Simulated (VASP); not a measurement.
Output of a VASP run:

File OSZICAR:
```
       N       E                     dE             d eps       ncg     rms          rms(c)
DAV:   1     0.272901288266E+03    0.27290E+03   -0.17306E+04  4328   0.164E+03
DAV:   2    -0.154841103637E+02   -0.28839E+03   -0.28292E+03  4576   0.482E+02
DAV:   3    -0.218492644808E+02   -0.63652E+01   -0.62179E+01  4550   0.773E+01
DAV:   4    -0.219178494238E+02   -0.68585E-01   -0.68295E-01  5362   0.684E+00
DAV:   5    -0.219187782932E+02   -0.92887E-03   -0.92883E-03  4652   0.727E-01    0.204E+01
DAV:   6    -0.204548087826E+02    0.14640E+01   -0.38216E+00  4372   0.205E+01    0.526E+00
DAV:   7    -0.203459483493E+02    0.10886E+00   -0.32464E-01  4442   0.539E+00    0.109E+00
DAV:   8    -0.203353489213E+02    0.10599E-01   -0.71002E-03  4444   0.102E+00    0.304E-01
DAV:   9    -0.203347165228E+02    0.63240E-03   -0.99850E-04  5372   0.362E-01    0.412E-02
DAV:  10    -0.203347369044E+02   -0.20382E-04   -0.27915E-05  4898   0.513E-02    0.116E-02
DAV:  11    -0.203347373897E+02   -0.48529E-06   -0.23180E-06  4934   0.143E-02    0.253E-03
DAV:  12    -0.203347372783E+02    0.11135E-06   -0.67802E-08  2698   0.202E-03    0.573E-04
DAV:  13    -0.203347374642E+02   -0.18588E-06   -0.24841E-08  2254   0.158E-03    0.389E-04
DAV:  14    -0.203347374629E+02    0.12528E-08   -0.53958E-09  2208   0.547E-04
   1 F= -.20004031E+02 E0= -.20003553E+02  d E =-.200040E+02
```

OUTCAR:
```
------------------------ aborting loop because EDIFF is reached ----------------------------------------
  FORCE on cell =-STRESS in cart. coord.  units (eV):
  Direction    XX          YY          ZZ          XY          YZ          ZX
  --------------------------------------------------------------------------------------
  Total        0.3273495      0.3273495      0.3351386      0.0000000     -0.0000000      0.0000000
  in kB       19.7969604     19.7969630     20.2680207      0.0000000     -0.0000000      0.0000000
  external PRESSURE =      -0.0460187 kB  Pullay stress =      20.0000000 kB
  volume of cell :       26.49
      direct lattice vectors                 reciprocal lattice vectors
     1.343432053 -2.326892725  0.000000000     0.372181086 -0.214878836  0.000000000
     1.343432053  2.326892725  0.000000000     0.372181086  0.214878836  0.000000000
     0.000000000  0.000000000  4.237421681     0.000000000  0.000000000  0.235992562
 POSITION                                       TOTAL-FORCE (eV/Angst)
 -----------------------------------------------------------------------------------
      1.34343      0.77563      1.05936         0.000000      0.000000      0.000000
      1.34343     -0.77563      3.17807        -0.000000     -0.000000      0.000000
 -----------------------------------------------------------------------------------
    total drift:                               -0.000000      0.000496     -0.000045
  FREE ENERGIE OF THE ION-ELECTRON SYSTEM (eV)
  ---------------------------------------------------
  free  energy   TOTEN  =       -20.3347374629 eV

  energy  without entropy=      -20.3333037992  energy(sigma->0) =      -20.33425958
  enthalpy is  TOTEN    =       -20.0040306356 eV   P V=        0.3307068274

 reached required accuracy - stopping structural energy minimisation
```
(Selected blocks of OUTCAR.)

POSCAR:
```
Ru
1
    1.3434320530    -2.3268927246     0.0000000000
    1.3434320530     2.3268927246    -0.0000000000
    0.0000000000    -0.0000000000     4.2374216808
Ru
2
Direct
  0.3333330000   0.6666670000   0.2500000000
  0.6666670000   0.3333330000   0.7500000000
```

### Question
Reconstruct the remaining input files.

### Answer
This is not unique; one that fits is the input of the run itself, PBEsol GGA, plane waves, VASP's PBE PAW potentials (set 64).

File KPOINTS:
```
kpoints
0
gamma
  14 14 8
0 0 0
```

INCAR:
```
! general
SYSTEM   =  Ru
PREC     =  Accurate
ENCUT    =  480
LREAL    =  F
LASPH    =  T

! electronic loop
EDIFF    =  1E-7
NELM     =  100
ALGO     =  Normal
LMAXMIX  =  4

! smearing
ISMEAR   =  1
SIGMA    =  0.1

! functional
GGA      =  PS

! ions
IBRION   =  2
NSW      =  40
ISIF     =  3
EDIFFG   =  -0.01
PSTRESS  =  20

! output
LWAVE    =  F
LCHARG   =  F
```

POTCAR, in this order: Ru_pv (PBE.64 set). Program: vasp_std.

The compound is Ru in the hcp structure. It was relaxed first under an external pressure of 2 GPa.
